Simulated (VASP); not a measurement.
Here is the system:

```xyz
5
Lattice="4.0579 0.0000 0.0000 0.0000 4.0579 0.0000 0.0000 0.0000 4.0579" Properties=species:S:1:pos:R:3 pbc="T T T"
K      0.0000     0.0000     0.0000
Zn     2.0290     2.0290     2.0290
F      2.0290     0.0000     2.0290
F      0.0000     2.0290     2.0290
F      2.0290     2.0290     0.0000
```

Method: PBEsol GGA, VASP's PBE PAW potentials (set 64) (plane waves; VASP). Numerical set-up: 520 eV cut-off, 6×6×6 Γ-centred mesh, tetrahedra with Blöchl corrections, potentials K_sv Zn F.

The cores are frozen, which limits the accuracy of field gradients.

Q: Give the principal components of the electric field gradient (V/Å²) and the asymmetry η at each nucleus.

A: 
```csv
atom,Vxx,Vyy,Vzz,η
K1,0.0,0.0,0.0,-
Zn2,0.0,0.0,0.0,-
F3,-51.3,-51.3,102.5,0.00
F4,-51.3,-51.3,102.5,0.00
F5,-51.3,-51.3,102.5,0.00
```

The compound is KZnF3 in the cubic perovskite structure. It was relaxed first.
